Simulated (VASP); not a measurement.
Method: r2SCAN meta-GGA, VASP's PBE PAW potentials (set 64) (plane waves; VASP).

VASP input:

**POSCAR**
```
AgSb
1
   -0.0000000000     2.8663611561     2.8663611561
    2.8663611561     0.0000000000     2.8663611561
    2.8663611561     2.8663611561     0.0000000000
Sb Ag
1 1
Direct
  0.0087218598   0.9912781402  -0.0087218598
  0.5000000000   0.5000000000   0.5000000000
```

**KPOINTS**
```
kpoints
0
Gamma
 10 10 10
0 0 0
```

INCAR:
```
SYSTEM=AgSb
PREC=Accurate; ENCUT=480; LREAL=.FALSE.
LASPH=.TRUE.
EDIFF=1E-7; NELM=100; ALGO=Normal
LMAXMIX=4; LMIXTAU=.TRUE.
ISMEAR=1; SIGMA=0.1
METAGGA=R2SCAN
ISIF=2
LWAVE=.FALSE.; LCHARG=.FALSE.
```

POTCAR, in this order: Sb Ag (PBE.64 set). Program: vasp_std.

What VASP printed:

File OUTCAR:
```
 ion  position               nearest neighbor table
   1  0.009  0.991  0.991-   2 2.82   2 2.87   2 2.87   2 2.87   2 2.87   2 2.92
   2  0.500  0.500  0.500-   1 2.82   1 2.87   1 2.87   1 2.87   1 2.87   1 2.92
  LATTYP: Found a face centered cubic cell.
 ALAT       =     5.7327223122
 Subroutine PRICEL returns:
 Original cell was already a primitive cell.
 Subroutine GETGRP returns: Found  8 space group operations
The static configuration has the point symmetry C_4v.
The dynamic configuration has the point symmetry C_4v.
 Subroutine INISYM returns: Found  8 space group operations
 Subroutine IBZKPT returns following result:
 Found    102 irreducible k-points:

 Following reciprocal coordinates:
            Coordinates               Weight
  0.000000  0.000000  0.000000      1.000000
  0.100000  0.000000  0.000000      8.000000
  0.200000  0.000000  0.000000      8.000000
  0.300000  0.000000  0.000000      8.000000
  0.400000  0.000000  0.000000      8.000000
  0.500000  0.000000  0.000000      4.000000
  0.100000  0.100000  0.000000      4.000000
  0.000000  0.100000  0.100000      2.000000
  0.200000  0.100000  0.000000     16.000000
  0.000000  0.200000  0.100000      8.000000
  0.300000  0.100000  0.000000     16.000000
  0.000000  0.300000  0.100000      8.000000
  0.400000  0.100000  0.000000     16.000000
  0.000000  0.400000  0.100000      8.000000
  0.500000  0.100000  0.000000     16.000000
  0.000000  0.500000  0.100000      8.000000
 -0.400000  0.100000  0.000000     16.000000
  0.000000 -0.400000  0.100000      8.000000
 -0.300000  0.100000  0.000000     16.000000
  0.000000 -0.300000  0.100000      8.000000
 -0.200000  0.100000  0.000000     16.000000
  0.000000 -0.200000  0.100000      8.000000
 -0.100000  0.100000  0.000000      8.000000
  0.000000 -0.100000  0.100000      4.000000
  0.200000  0.200000  0.000000      4.000000
  0.000000  0.200000  0.200000      2.000000
  0.300000  0.200000  0.000000     16.000000
  0.000000  0.300000  0.200000      8.000000
  0.400000  0.200000  0.000000     16.000000
  0.000000  0.400000  0.200000      8.000000
  0.500000  0.200000  0.000000     16.000000
  0.000000  0.500000  0.200000      8.000000
 -0.400000  0.200000  0.000000     16.000000
  0.000000 -0.400000  0.200000      8.000000
 -0.300000  0.200000  0.000000     16.000000
  0.000000 -0.300000  0.200000      8.000000
 -0.200000  0.200000  0.000000      8.000000
  0.000000 -0.200000  0.200000      4.000000
  0.300000  0.300000  0.000000      4.000000
  0.000000  0.300000  0.300000      2.000000
   k-points           NKPTS =    102   k-points in BZ     NKDIM =    102   number of bands    NBANDS=     12
   number of dos      NEDOS =    301   number of ions     NIONS =      2
   total plane-waves  NPLWV =  27000
   dimension x,y,z NGX =    30 NGY =   30 NGZ =   30
   dimension x,y,z NGXF=    60 NGYF=   60 NGZF=   60
   ions per type =               1   1
   PREC   = accura    normal or accurate (medium, high low for compatibility)
   ISTART =      0    job   : 0-new  1-cont  2-samecut
   ICHARG =      2    charge: 1-file 2-atom 10-const
   ISPIN  =      1    spin polarized calculation?
   LNONCOLLINEAR =      F non collinear calculations
   LSORBIT =      F    spin-orbit coupling
   INIWAV =      1    electr: 0-lowe 1-rand  2-diag
   ENCUT  =  480.0 eV  35.28 Ry    5.94 a.u.   7.24  7.24  7.24*2*pi/ulx,y,z
   NELM   =    100;   NELMIN=  2; NELMDL= -5     # of ELM steps
   EDIFF  = 0.1E-06   stopping-criterion for ELM
   LREAL  =      F    real-space projection
   NLSPLINE    = F    spline interpolate recip. space projectors
   LMAXMIX     =    4 max onsite mixed and CHGCAR
...
```

OSZICAR:
```
       N       E                     dE             d eps       ncg     rms          rms(c)
DAV:   1     0.307273809851E+02    0.30727E+02   -0.68287E+03  2448   0.111E+03
DAV:   2    -0.490631204680E+02   -0.79791E+02   -0.74547E+02  2700   0.223E+02
DAV:   3    -0.508955667883E+02   -0.18324E+01   -0.18159E+01  2832   0.372E+01
DAV:   4    -0.509067877677E+02   -0.11221E-01   -0.11217E-01  2772   0.320E+00
DAV:   5    -0.509069325357E+02   -0.14477E-03   -0.14477E-03  2932   0.387E-01    0.616E+00
DAV:   6    -0.466117883671E+02    0.42951E+01   -0.71062E+00  2608   0.362E+01    0.633E+00
DAV:   7    -0.466232588406E+02   -0.11470E-01   -0.45751E-01  2512   0.907E+00    0.315E+00
DAV:   8    -0.465961766295E+02    0.27082E-01   -0.19074E-01  2544   0.462E+00    0.637E-01
DAV:   9    -0.465945797497E+02    0.15969E-02   -0.13512E-01  2564   0.340E+00    0.127E-01
DAV:  10    -0.466298027977E+02   -0.35223E-01   -0.19670E-02  2536   0.122E+00    0.106E-01
DAV:  11    -0.466296412449E+02    0.16155E-03   -0.63832E-03  2724   0.858E-01    0.610E-02
DAV:  12    -0.466309165341E+02   -0.12753E-02   -0.15731E-03  2516   0.432E-01    0.271E-02
DAV:  13    -0.466309626814E+02   -0.46147E-04   -0.76717E-05  2768   0.971E-02    0.104E-02
DAV:  14    -0.466309634241E+02   -0.74266E-06   -0.27936E-05  2612   0.620E-02    0.492E-03
DAV:  15    -0.466309727963E+02   -0.93722E-05   -0.61199E-06  2664   0.321E-02    0.329E-03
DAV:  16    -0.466309729909E+02   -0.19454E-06   -0.48238E-07  2880   0.708E-03    0.168E-03
DAV:  17    -0.466309730961E+02   -0.10524E-06   -0.10864E-07  1760   0.383E-03    0.888E-04
DAV:  18    -0.466309731341E+02   -0.37967E-07   -0.61805E-08  1636   0.290E-03
   1 F= -.46630973E+02 E0= -.46630240E+02  d E =-.219865E-02
```

### OUTCAR
```
------------------------ aborting loop because EDIFF is reached ----------------------------------------
  FORCE on cell =-STRESS in cart. coord.  units (eV):
  Direction    XX          YY          ZZ          XY          YZ          ZX
  --------------------------------------------------------------------------------------
  Total        0.1265561      0.0553346      0.0553346      0.0000000      0.0000000      0.0000000
  in kB        4.3049796      1.8822830      1.8822830      0.0000000      0.0000000      0.0000000
  external PRESSURE =       2.6898486 kB  Pullay stress =       0.0000000 kB
  volume of cell :       47.10
      direct lattice vectors                 reciprocal lattice vectors
     0.000000000  2.866361156  2.866361156    -0.174437195  0.174437195  0.174437195
     2.866361156  0.000000000  2.866361156     0.174437195 -0.174437195  0.174437195
     2.866361156  2.866361156  0.000000000     0.174437195  0.174437195 -0.174437195
 POSITION                                       TOTAL-FORCE (eV/Angst)
 -----------------------------------------------------------------------------------
      5.68272      2.86636      2.86636         0.174475      0.000000      0.000000
      2.86636      2.86636      2.86636        -0.174475      0.000000      0.000000
 -----------------------------------------------------------------------------------
    total drift:                                0.000123      0.000000      0.000000
  FREE ENERGIE OF THE ION-ELECTRON SYSTEM (eV)
  ---------------------------------------------------
  free  energy   TOTEN  =       -46.6309731341 eV

  energy  without entropy=      -46.6287744819  energy(sigma->0) =      -46.63024025
```
(Selected blocks of OUTCAR.)

The structure was generated: AgSb was put into the rocksalt type (Fm-3m), which need not be its known phase. This cell was strained or had an atom moved on purpose.
